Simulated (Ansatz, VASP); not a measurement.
## Sc: VASP beside Ansatz

Aim: how closely do two programs agree when they are given the same cell, functional and k mesh? Of the first pair: The structure shown is the end of the Ansatz relaxation below.

Main program and level: Ansatz 0.2.0; plane waves, with VASP 6.6.1 beside it; single point at PBEsol and zone-centre phonons at PBEsol.

### Step 1. The starting structure

The structure is hexagonal, space group P6_3/mmc (No. 194). Conventional cell: a = 3.267 Å, b = 3.267 Å, c = 5.062 Å, α = 90.00°, β = 90.00°, γ = 120.00°. Sc has 12 Sc at 3.16 to 3.27 Å nearest.

### Step 2. Ansatz: relaxation, PBEsol

Ansatz runs on its PAW soft_1 files.

This run makes the geometry at which the two programs are then compared.

File input.yaml:

```yaml
crystal:
  lattice:
    - [3.2722030636, 0.0, 0.0]
    - [-1.6361015318, 2.8338109794, 0.0]
    - [0.0, 0.0, 5.0463985948]
  atoms:
    - { symbol: Sc, position: [0.3333333333, 0.6666666667, 0.25] }
    - { symbol: Sc, position: [0.6666666667, 0.3333333333, 0.75] }
kpoints:
  mp_grid: { grid: [15, 15, 8] }
hamiltonian:
  xc: pbesol
  pseudopotentials: { kind: paw, azcp: { folder: soft_1 }, xc_functional: pbe }
scf:
  occupations: { method: methfessel_paxton, width: 0.2 }
output:
  forces: true
  stress: true
  eigenvalues: true
relax:
  adjacent_minimum: "off"
  f_tol: 0.001
  max_steps: 60
  cell: { stress_tol: 0.01, fix: [volume] }
```

Launch:

```bash
$ ansatz run input.yaml --threads 4 --pin off --max-ram 10240MiB --backend cpu --events-out ev --progress --plain --runs-dir out
```

Numbers of over 12 decimals in the logs are rounded to 6 here.

The log of the run:

```text
Engine: ansatz 0.2.0, x86_64-unknown-linux-gnu
Pseudopotentials: kind: paw
Pseudopotential: Sc, paw, valence charge 11, recommended cutoff 420 eV (normal), soft_1/Sc.paw.azcp
Functional definition: PBEsol
  exchange = pbesol_x
  correlation = pbesol_c
Crystal: 2 atoms, lattice volume = 46.794 Å³
Basis set: ecut = 420 eV, 929 PW (Γ), exchange–correlation on 48×48×72 points (8 copies of the dense FFT grid, shifted against one another)
Bands: 15, of which v1, the nominal top of the filled ones, is band 11 counted from 1 (10 counted from 0)
Symmetry: 24 space group operations
Space group: P63/mmc (ITA 194), of the structure as read, at distance tolerance 3.6e-5 Å
k-points: 135 of 1800
Non-local potential: Sc, projectors of the file, l = 0: 3, l = 1: 2, l = 2: 3, l = 3: 1
PAW form: soft (Blöchl's): semilocal exchange-correlation on the pseudo side does not see the compensation charge
PAW frozen core: Sc, regenerated for the run's functional, and the local potential with it (the file was generated under x = pbe(κ = 0.804, μ = 0.219515), c = pbe(β = 0.066725))
PAW one-centre angular grid: Sc, 590 points (default); XC on 64 Gauss nodes
Initial density: superposition of atomic densities (chi_scale 0.1, normalization cell)
Initial wavefunctions: pseudopotential atomic-orbital guess
Functional: x = pbesol(κ = 0.804, μ = 0.123457), c = pbesol(β = 0.046)
SCF iter   1: F=—  HF=-4222.884393 eV  |F-HF|=—  |Δ(HF+E_count)|=         —  Δρ=2.58e-2  dr2=3.95e-1  ethr=3.10e-3  ⟨swp⟩=3.1  Hψ=7379  notcnv=0
preconditioner: auto → none  [metal: Δε(μ)=0.008 eV  Ē_g=2.754 eV  σ=0.200 eV  W_gap=0.04  n_scr=8 (ndim 8)  ℏωp=13.3 eV  f_vac=0.000  D(μ)=3.90/eV (n_scr^D=42)  sad-step TF]
SCF iter   2: F=—  HF=-4222.788212 eV  |F-HF|=—  |Δ(HF+E_count)|=   9.62e-2  S|Δr|=    0.00e0  Δρ=1.47e-2  dr2=1.38e-1  ethr=1.79e-3  ⟨swp⟩=2.0  Hψ=3541  notcnv=0  defer=2
SCF iter   3: F=—  HF=-4222.741890 eV  |F-HF|=—  |Δ(HF+E_count)|=   4.63e-2  S|Δr|=    0.00e0  Δρ=1.09e-3  dr2=3.16e-4  ethr=6.28e-4  ⟨swp⟩=3.0  Hψ=3849  notcnv=0  defer=2
SCF iter   4: F=—  HF=-4222.742197 eV  |F-HF|=—  |Δ(HF+E_count)|=   3.06e-4  S|Δr|=    0.00e0  Δρ=6.91e-5  dr2=1.15e-6  ethr=1.43e-6  ⟨swp⟩=2.7  Hψ=3576  notcnv=0  defer=2
SCF iter   5: F=—  HF=-4222.742191 eV  |F-HF|=—  |Δ(HF+E_count)|=   5.94e-6  S|Δr|=    0.00e0  Δρ=1.75e-5  dr2=1.33e-7  ethr=4.55e-10  ⟨swp⟩=5.7  Hψ=8550  notcnv=0
SCF iter   6: F=-4222.742191 eV  HF=-4222.742191 eV  |F-HF|=2.91e-10  |Δ(HF+E_count)|=   4.70e-8  S|Δr|=    0.00e0  Δρ=1.73e-6  dr2=9.56e-10  ethr=4.55e-10  ⟨swp⟩=3.4  Hψ=6104  notcnv=0
SCF 1 converged in 6 iterations: F = -4222.742191 eV  dr2 = 9.56e-10
  greatest PAW one-centre occupation: 0.998 electrons in one spin orbital (limit 2), on the Sc atom at site 1 (counted from 0), in its partial waves of l = 0
relax step   1: F+E_penalty+E_count = -4222.74219055 eV  Δ(F+E_penalty+E_count) = +0.000e0 eV  max|allowed force component| = 1.434e-16 eV/Å  Δτ_max = 0.0000 Å  P = +0.572 GPa  Ω = 46.794 Å³  fix = [volume]  reactions: volume +0.572 GPa  (6 SCF iters, dr2 threshold 1.00e-7 eV, accepted)
[...]
relax step   2: F+E_penalty+E_count = -4222.74235437 eV  Δ(F+E_penalty+E_count) = -1.638e-4 eV  max|allowed force component| = 3.701e-17 eV/Å  Δτ_max = 0.0000 Å  P = +0.582 GPa  Ω = 46.794 Å³  energy of the carried Pulay correction = +1.745e-7 eV  fix = [volume]  reactions: volume +0.582 GPa  (3 SCF iters, dr2 threshold 1.55e-7 eV, accepted)
[...]
relax step   3: F+E_penalty+E_count = -4222.74235545 eV  Δ(F+E_penalty+E_count) = -1.082e-6 eV  max|allowed force component| = 1.480e-16 eV/Å  Δτ_max = 0.0000 Å  P = +0.583 GPa  Ω = 46.794 Å³  energy of the carried Pulay correction = +1.896e-7 eV  fix = [volume]  reactions: volume +0.583 GPa  (3 SCF iters, dr2 threshold 9.91e-10 eV, accepted)
[...]
relax step   4: F+E_penalty+E_count = -4222.74235532 eV  Δ(F+E_penalty+E_count) = +1.273e-7 eV  max|allowed force component| = 1.665e-16 eV/Å  Δτ_max = 0.0000 Å  P = +0.583 GPa  Ω = 46.794 Å³  fix = [volume]  reactions: volume +0.583 GPa  stress off target by 1.14e-4 GPa on what of the cell is left free  SCF on the basis re-selected at this cell (its energy is not comparable with the rows above)  (5 SCF iters)
basis re-selected at this cell: Δ(F+E_penalty+E_count) = +1.273e-7 eV, ΔP = -0.000 GPa vs the last step (what re-selecting the basis moved, of the pressure what is left beyond the Pulay correction that the steps carried, after the strain that the cell walked since its last selection, with what the two solves' SCF thresholds leave and, on support functions, any second-order correction that the steps lacked; it is no m [...]
SCF converged after 5 iterations
Stability not checked: this state was not tested for a lower state beside it, because cold or Methfessel-Paxton smearing, or corrected tetrahedra, fill the levels in a way that the test cannot read (fill_not_monotonic; see scf.lower_state_search)
Free energy (F): -4222.742355 eV
Harris-Foulkes:  -4222.742355 eV  (|F-HF|=0.00e0)
Internal energy: -4222.738626 eV  (E = F + TS)
E sigma→0 (E₀):  -4222.741423 eV
Entropy (-TS):   -0.003729 eV (-1.865 meV/atom)
Fermi energy:    9.612087 eV
--- Per-component energies (eV) ---
  E_band       = -325.301208
  E_kinetic    = 413.922723
  E_local      = -1653.331191  (includes V_loc(G=0)·N_el)
  E_nonlocal   = 288.754014
  E_hartree    = 590.078296
  E_xc         = -169.244924
  E_vxc        = -208.929479  (∫ρ·V_xc dr)
  E_paw        = -1934.430086  (= ΣΔE_a)
  E_vpaw       = -345.873943  (= ΣTr[D̂ρ^β])
  E_aug_tail   = 0.000080  (compensation charges beyond the density's cutoff)
  E_ewald      = -1758.745588
  E_core_change = 0.258050  (= ΣΔE_core)
  E_smearing   = -0.003729  (= −TS)
  E_closure    = 0.000000  (closes the sum)
  Σ components = -4222.742355   (vs F -4222.742355, Δ=0.00e0)
--- Forces (eV/Å), atoms counted from 1 ---
  atom   1  Sc     0.00000000    -0.00000000     0.00000000
  atom   2  Sc    -0.00000000     0.00000000     0.00000000
  max |Σ_I F_I| component: 0.00e0 eV/Å
--- Stress (GPa, compression-positive) ---
        0.582714      -0.000000       0.000000
       -0.000000       0.582714       0.000000
        0.000000       0.000000       0.582885
  P = ⅓ Tr σ = 0.5828 GPa (5.828 kbar)
--- Band table (eV; the first three rows and the last of 135) ---
  k-point 0: bands = [... 7 lower, -17.8942, 4.3934, 7.9094, 10.3961, 11.2604, 11.2604, 11.5786, 11.7545]
  k-point 1: bands = [... 7 lower, -17.9153, 4.5054, 7.7786, 10.3249, 11.1975, 11.1975, 11.5014, 11.6804]
  k-point 2: bands = [... 7 lower, -17.9433, 4.8330, 7.3659, 10.2634, 11.1106, 11.1106, 11.2850, 11.5047]
  k-point 134: bands = [... 7 lower, -17.9818, 9.1758, 9.1758, 9.4568, 9.4568, 9.9258, 9.9258, 12.1303]
--- Relaxed structure (3 steps of the walk, 3 accepted, 1 SCFs on fresh bases) ---
  F+E_penalty+E_count = -4222.74235532 eV   max|allowed force component| = 1.665e-16 eV/Å   (the final SCF, on the basis selected at the relaxed cell)
  cell:  # Å, volume = 46.7943 Å³
    - [3.267263, 0, 0.0]
    - [-1.633631, 2.829532, 0.0]
    - [0.0, 0.0, 5.061672]
  atoms:
    - { symbol: Sc, position: [0.333333, 0.666667, 0.25] }
    - { symbol: Sc, position: [0.666667, 0.333333, 0.75] }
```

### Step 3. VASP: single point, PBEsol

The same cell, functional, mesh and smearing now go to VASP, with its own data sets.

Lines of VASP's logs that name or quote its potential files are left out, and so is its time.

File INCAR:

```
SYSTEM = Sc
PREC = Accurate
ENCUT = 500
EDIFF = 1E-06
NELM = 120
ISMEAR = 1
SIGMA = 0.2
LREAL = .FALSE.
ALGO = Normal
GGA = PS
NBANDS = 17
LASPH = .TRUE.
LORBIT = 11
LWAVE = .FALSE.
LCHARG = .FALSE.
ISIF = 2
GGA_COMPAT = .FALSE.
KPAR = 2
```

File POSCAR:

```
Sc
1.0
    3.2672625147      0.0000000000      0.0000000000
   -1.6336312574      2.8295323386      0.0000000000
    0.0000000000      0.0000000000      5.0616718268
Sc
2
Direct
    0.3333333333      0.6666666667      0.2500000000
    0.6666666667      0.3333333333      0.7500000000
```

File KPOINTS:

```
Automatic mesh
0
Gamma
15 15 8
0 0 0
```

The projector-augmented-wave data sets are Sc_sv (PBE family, release 64).

Launch:

```bash
$ mpirun -np 2 vasp_std
```

The log of the run:

```text
[banner, memory and clock lines left out]
running    2 mpi-ranks, on    1 nodes
 distrk:  each k-point on    1 cores,    2 groups
 distr:  one band on    1 cores,    1 groups

 POSCAR found type information on POSCAR Sc
 POSCAR found :  1 types and       2 ions
|                                                                             |
|               ----> ADVICE to this user running VASP <----                  |
|                                                                             |
|     You enforced a specific xc type in the INCAR file but a different       |
|     [... a line on the potential file left out ...]
|     I HOPE YOU KNOW WHAT YOU ARE DOING!                                     |
|                                                                             |

 LDA part: xc-table for (Slater+PW92), standard interpolation
 POSCAR, INCAR and KPOINTS ok, starting setup
 FFT: planning ... GRIDC
 FFT: planning ... GRID_SOFT
 FFT: planning ... GRID
 WAVECAR not read
 entering main loop
       N       E                     dE             d eps       ncg     rms          rms(c)
DAV:   1     0.351525476728E+03    0.35153E+03   -0.10953E+04  4606   0.134E+03
DAV:   2     0.461218076574E+01   -0.34691E+03   -0.34143E+03  5702   0.570E+02
DAV:   3    -0.143738875598E+02   -0.18986E+02   -0.18429E+02  7576   0.159E+02
DAV:   4    -0.146742500539E+02   -0.30036E+00   -0.29795E+00  6658   0.192E+01
DAV:   5    -0.146786362867E+02   -0.43862E-02   -0.43771E-02  7814   0.235E+00    0.834E+00
DAV:   6    -0.133959007614E+02    0.12827E+01   -0.28735E+00  5930   0.200E+01    0.250E+00
DAV:   7    -0.132230723636E+02    0.17283E+00   -0.73747E-01  6086   0.922E+00    0.826E-01
DAV:   8    -0.132115509160E+02    0.11521E-01   -0.26978E-02  6200   0.221E+00    0.240E-01
DAV:   9    -0.132102498474E+02    0.13011E-02   -0.67921E-03  6386   0.907E-01    0.172E-02
DAV:  10    -0.132102659304E+02   -0.16083E-04   -0.91358E-05  7329   0.136E-01    0.704E-03
DAV:  11    -0.132102632249E+02    0.27056E-05   -0.21633E-06  5293   0.188E-02    0.186E-03
DAV:  12    -0.132102646018E+02   -0.13769E-05   -0.41459E-07  3814   0.115E-02    0.897E-04
DAV:  13    -0.132102644008E+02    0.20103E-06   -0.10898E-07  3466   0.605E-03
   1 F= -.13210264E+02 E0= -.13209042E+02  d E =-.366736E-02
```

From OUTCAR (step 3):

```text
ion  position               nearest neighbor table
   1  0.333  0.667  0.250-   2 3.16   2 3.16   2 3.16   2 3.16   2 3.16   2 3.16
   2  0.667  0.333  0.750-   1 3.16   1 3.16   1 3.16   1 3.16   1 3.16   1 3.16

  LATTYP: Found a hexagonal cell.
 ALAT       =     3.2672625147
 C/A-ratio  =     1.5492087961

 Subroutine GETGRP returns: Found 24 space group operations
 (whereof 12 operations were pure point group operations)

The static configuration has the point symmetry D_3d.
 The point group associated with its full space group is D_6h.

 Found    135 irreducible k-points:

   k-points           NKPTS =    135   k-points in BZ     NKDIM =    135   number of bands    NBANDS=     17

   dimension x,y,z NGX =    24 NGY =   24 NGZ =   40
   dimension x,y,z NGXF=    48 NGYF=   48 NGZF=   80

   ENCUT  =  500.0 eV  36.75 Ry    6.06 a.u.   5.96  5.96  9.23*2*pi/ulx,y,z

   NELECT =      22.0000    total number of electrons

 k-points in reciprocal lattice and weights: Automatic mesh
   0.00000000  0.00000000  0.00000000       0.001
   0.06666667  0.00000000  0.00000000       0.003
   0.13333333  0.00000000  0.00000000       0.003
   0.20000000  0.00000000  0.00000000       0.003
   0.26666667  0.00000000  0.00000000       0.003
   0.33333333  0.00000000  0.00000000       0.003
   0.40000000  0.00000000  0.00000000       0.003
   0.46666667  0.00000000  0.00000000       0.003
   0.06666667  0.06666667  0.00000000       0.003
[...]
0.33333333  0.26666667  0.50000000       0.007
   0.33333333  0.33333333  0.50000000       0.001

 average (electrostatic) potential at core
       1 -46.6268       2 -46.6268

 E-fermi :   3.8777

 k-point     1 :       0.0000    0.0000    0.0000
  band No.  band energies     occupation
    ...
      6     -23.6686      2.00000
      7     -23.6686      2.00000
      8     -23.6320      2.00000
      9      -1.3496      2.00000
     10       2.1709      2.00000
     11       4.6685     -0.00000
     12       5.5229     -0.00000
     13       5.5229     -0.00000
     14       5.8408     -0.00000
     15       6.0171     -0.00000
    ...

 k-point     2 :       0.0667    0.0000    0.0000
  band No.  band energies     occupation
    ...
      6     -23.6827      2.00000
      7     -23.6702      2.00000
      8     -23.6354      2.00000
      9      -1.2481      2.00000
     10       2.2550      2.00000
     11       4.5634     -0.00001
     12       5.3273     -0.00000
     13       5.5981     -0.00000
     14       5.9427     -0.00000
     15       5.9920     -0.00000
    ...

 k-point     3 :       0.1333    0.0000    0.0000
  band No.  band energies     occupation
    ...
      6     -23.7218      2.00000
      7     -23.6749      2.00000
      8     -23.6456      2.00000
      9      -0.9502      2.00000
     10       2.4897      2.00000
     11       4.3016     -0.01065
     12       4.9719     -0.00000
     13       5.7735     -0.00000
     14       5.8191     -0.00000
     15       6.0198     -0.00000
    ...

  Total        0.1693347      0.1693347      0.1686606     -0.0000000     -0.0000000     -0.0000000
  in kB        5.7978079      5.7978079      5.7747282     -0.0000000     -0.0000000     -0.0000000
  external PRESSURE =       5.7901147 kB  Pullay stress =       0.0000000 kB

  energy-cutoff  :      500.00
  volume of cell :       46.79
      direct lattice vectors                 reciprocal lattice vectors
     3.267262515  0.000000000  0.000000000     0.306066622  0.176707646  0.000000000
    -1.633631257  2.829532339  0.000000000     0.000000000  0.353415293  0.000000000
     0.000000000  0.000000000  5.061671827     0.000000000  0.000000000  0.197563184

 POSITION                                       TOTAL-FORCE (eV/Angst)
 -----------------------------------------------------------------------------------
     -0.00000      1.88635      1.26542        -0.000000      0.000000      0.000000
      1.63363      0.94318      3.79625         0.000000      0.000000      0.000000
 -----------------------------------------------------------------------------------
    total drift:                               -0.000000      0.000000     -0.000000

  FREE ENERGIE OF THE ION-ELECTRON SYSTEM (eV)
  ---------------------------------------------------
  free  energy   TOTEN  =       -13.2102644008 eV

  energy  without entropy=      -13.2065970443  energy(sigma->0) =      -13.20904195

 total charge
# of ion       s       p       d       tot
------------------------------------------
    1        2.287   6.111   1.040   9.438
    2        2.287   6.111   1.040   9.438
--------------------------------------------------
tot          4.573  12.222   2.080  18.876

[... 3 further parts left out ...]
```

The run ends at a pressure of 0.58 GPa.

### Step 4. Side by side

Known differences besides the potentials themselves: the cutoff is 420 eV in Ansatz and 500 eV in VASP; Ansatz makes its cores anew for this functional, VASP keeps those of its PBE data sets; Ansatz's pressure holds a Pulay correction, VASP's none. Total energies have different zeros and are not compared.

The two programs side by side:

```csv
quantity,Ansatz,VASP,difference
pressure (GPa),0.58,0.58,0.00
```

### Step 5. VASP: zone-centre phonons, PBEsol, pair 2

Second derivatives magnify differences that forces hide, and they need a tight electronic threshold. The cell compared in this pair holds 42.54 Å³, against 46.79 Å³ for the pair before.

INCAR: that of step 3 with these lines changed.

```diff
@@ -3,3 +3,3 @@
 ENCUT = 500
-EDIFF = 1E-06
+EDIFF = 1E-08
 NELM = 120
@@ -16,2 +16,3 @@
 ISIF = 2
+IBRION = 8
 GGA_COMPAT = .FALSE.
```

File POSCAR:

```
Sc
1.0
    3.1698790034      0.0000000000      0.0000000000
   -1.5849395017      2.7451957438      0.0000000000
    0.0000000000      0.0000000000      4.8885942093
Sc
2
Direct
    0.3333333333      0.6666666667      0.2500000000
    0.6666666667      0.3333333333      0.7500000000
```

KPOINTS is that of step 3.

Launch:

```bash
$ mpirun -np 2 vasp_std
```

The log of the run:

```text
[banner, memory and clock lines left out]
running    2 mpi-ranks, on    1 nodes
[...]
[... a notice as in an earlier step ...]

 LDA part: xc-table for (Slater+PW92), standard interpolation
 POSCAR, INCAR and KPOINTS ok, starting setup
[...]
entering main loop
       N       E                     dE             d eps       ncg     rms          rms(c)
DAV:   1     0.349476473008E+03    0.34948E+03   -0.11020E+04  4622   0.139E+03
DAV:   2     0.534497339847E+01   -0.34413E+03   -0.33802E+03  5750   0.574E+02
DAV:   3    -0.139826083850E+02   -0.19328E+02   -0.18593E+02  7475   0.162E+02
DAV:   4    -0.144099229118E+02   -0.42731E+00   -0.41234E+00  6672   0.200E+01
[...]
DAV:  13    -0.131103984110E+02    0.35156E-06   -0.17329E-08  4319   0.175E-03    0.562E-05
DAV:  14    -0.131103984556E+02   -0.44650E-07   -0.96965E-10  3528   0.698E-04    0.294E-05
DAV:  15    -0.131103984614E+02   -0.57844E-08   -0.41582E-10  3403   0.414E-04
   1 F= -.13110398E+02 E0= -.13110234E+02  d E =-.492337E-03
[...]
RMM:  26    -0.731172277600E+00   -0.23659E-09   -0.55672E-07 48092   0.630E-03    0.153E-06
RMM:  27    -0.731172277446E+00    0.15357E-09   -0.54775E-07 47873   0.630E-03    0.162E-06
RMM:  28    -0.731172277844E+00   -0.39789E-09   -0.54257E-07 48698   0.630E-03    0.163E-06
 first order change of Fermi-energy   0.17374E-04
 force on displaced ion       1 direction 1 :  -1.706   0.000   0.000
 Linear response progress:
  Degree of freedom:   2/  2
       N       E                     dE             d eps       ncg     rms          rms(c)
RMM:   1    -0.806825150715E+00   -0.80683E+00   -0.66773E+01  6602   0.220E+02
RMM:   2    -0.805189406458E+00    0.16357E-02   -0.16697E-01  9985   0.484E+00    0.137E-01
RMM:   3    -0.805994297299E+00   -0.80489E-03   -0.93161E-03 11070   0.956E-01    0.505E-02
RMM:   4    -0.804907952585E+00    0.10863E-02   -0.14915E-03 12300   0.293E-01    0.159E-02
[...]
RMM:  28    -0.804671902265E+00    0.26463E-07   -0.13324E-06 16408   0.679E-03    0.176E-06
RMM:  29    -0.804671876800E+00    0.25465E-07   -0.10755E-06 16529   0.679E-03    0.191E-06
RMM:  30    -0.804671853407E+00    0.23393E-07   -0.80868E-07 16674   0.679E-03    0.184E-06
 first order change of Fermi-energy   0.42329E-04
 force on displaced ion       1 direction 3 :   0.000   0.000  -6.163
 Linear response finished
```

Parts of OUTCAR (step 5):

```text
  Total        1.9044815      1.9044815      1.9082640      0.0000000      0.0000000      0.0000000
  in kB       71.7277742     71.7277742     71.8702335      0.0000000      0.0000000      0.0000000
  external PRESSURE =      71.7752606 kB  Pullay stress =       0.0000000 kB

 POSITION                                       TOTAL-FORCE (eV/Angst)
 -----------------------------------------------------------------------------------
     -0.00000      1.83013      1.22215         0.000000      0.000000      0.000000
      1.58494      0.91507      3.66645        -0.000000      0.000000      0.000000
 -----------------------------------------------------------------------------------
    total drift:                                0.000000     -0.000000      0.000000

[... 1 part as in an earlier step ...]

[... 1 further part left out ...]
```

(Part 1 of 2 ends here.)

[Lines on the potential files, build, host, timing and source positions are cut from VASP's logs without a mark.]

[Logs are printed without paths, hosts, clocks, repeated set-up lines and the standing remarks that a program may print on its own settings, such as how far it seeks lower states.]

[Hosts, paths, dates, database ids (printed as entryN), source tags and the programs' standing remarks are cut or masked in the printed files.]
